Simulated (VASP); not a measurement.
Crystal: HfO2.

```xyz
3
Lattice="0.0000 2.5150 2.5150 2.5150 0.0000 2.5150 2.5150 2.5150 0.0000" Properties=species:S:1:pos:R:3 pbc="T T T"
Hf    0.0000    0.0000    0.0000
O     1.2575    1.2575    1.2575
O     3.7725    3.7725    3.7725
```

The cell was built by a generator and needn't be a form met in nature.

| Quantity | Value |
| --- | --- |
| Program | VASP 6.6.1 |
| Task | relaxation of cell and atoms |
| Functional | PBE |
| Potentials or basis | VASP PAW PBE potentials, release 64 (Hf_pv, O) |
| Cutoff | 600 eV |
| k mesh | 10 × 10 × 10 |
| Occupations | gaussian, width 0.02 eV |
| Spin | no spin polarisation |

At the start: pressure 6.4 GPa; volume 10.61 Å³/atom.

Q: How do energy, volume and symmetry change on relaxing?

A: Over 3 steps the energy falls by 5.1 meV/atom and the volume is 10.87 Å³/atom (+2.5 %); space group Fm-3m (No. 225, to 0.05 Å).

The path:
```
step  energy change (eV)  largest force (eV/Å)  pressure (GPa)  volume (Å³)
   1              0.0000                0.0000            6.45        31.82
   2              0.0183                0.0000           -8.53        33.82
   3             -0.0154                0.0000           -0.05        32.61
```

Final structure:
```yaml
crystal:
  lattice:
    - [0.00000, 2.53566, 2.53566]
    - [2.53566, 0.00000, 2.53566]
    - [2.53566, 2.53566, 0.00000]
  atoms:
    - { symbol: Hf, position: [0.00000, 0.00000, 0.00000] }
    - { symbol: O, position: [0.25000, 0.25000, 0.25000] }
    - { symbol: O, position: [0.75000, 0.75000, 0.75000] }
```
